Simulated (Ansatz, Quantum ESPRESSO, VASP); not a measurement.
**Hf2Pd2Se2Br2O3: 3 runs at one level of theory**

```
Hf Pd Se Br O
1.0
     3.72613    0.00000    0.00000
    -1.86306    3.22692    0.00000
     0.00000    0.00000   17.00867
Hf Pd Se Br O
2 2 2 2 3
Direct
  0.66667 0.33333 0.93385
  0.33333 0.66667 0.06615
  0.00000 0.00000 0.30298
  0.00000 0.00000 0.69702
  0.33333 0.66667 0.22649
  0.66667 0.33333 0.77351
  0.66667 0.33333 0.39862
  0.33333 0.66667 0.60138
  0.33333 0.66667 0.92689
  0.66667 0.33333 0.07311
  0.00000 0.00000 0.00000
```

The cell comes from a database or a generator and needn't be the stable form of this composition.

Alike in all runs: task single point; functional PBE; k mesh 8 × 8 × 2; occupations fermi-dirac, width 0.05 eV; no spin polarisation; no spin-orbit coupling. Pressure is positive in compression and, in plane waves, holds the error of the finite cutoff.

```tsv
program and potentials	plane-wave cutoff (eV)	notes	pressure (GPa)	largest force (eV/Å)
Ansatz, all-electron LAPW, scalar-relativistic	-	-	0.00	0.049
VASP, PBE PAW files Br, Hf_pv, O, Pd, Se, 520 eV	520	7.64 valence electrons an atom on average	-0.81	0.196
Quantum ESPRESSO, SSSP 1.3 efficiency PBE	816	9.45 valence electrons an atom on average	-0.39	0.066
```

Force on atom 1 (Hf), eV/Å:

| program and potentials | x | y | z |
| --- | --- | --- | --- |
| Ansatz, all-electron LAPW, scalar-relativistic | 0.000 | 0.000 | 0.049 |
| VASP, PBE PAW files Br, Hf_pv, O, Pd, Se, 520 eV | 0.000 | 0.000 | 0.196 |
| Quantum ESPRESSO, SSSP 1.3 efficiency PBE | 0.000 | 0.000 | 0.066 |

The pressure spans -0.81 (VASP, PBE PAW files Br, Hf_pv, O, Pd, Se, 520 eV) to 0.00 GPa (Ansatz, all-electron LAPW, scalar-relativistic), with all-electron results at 0.00.

The functional is the same throughout but for its coding, so the spread measures potentials, basis and numerics; runs on potential files found faulty are left out.
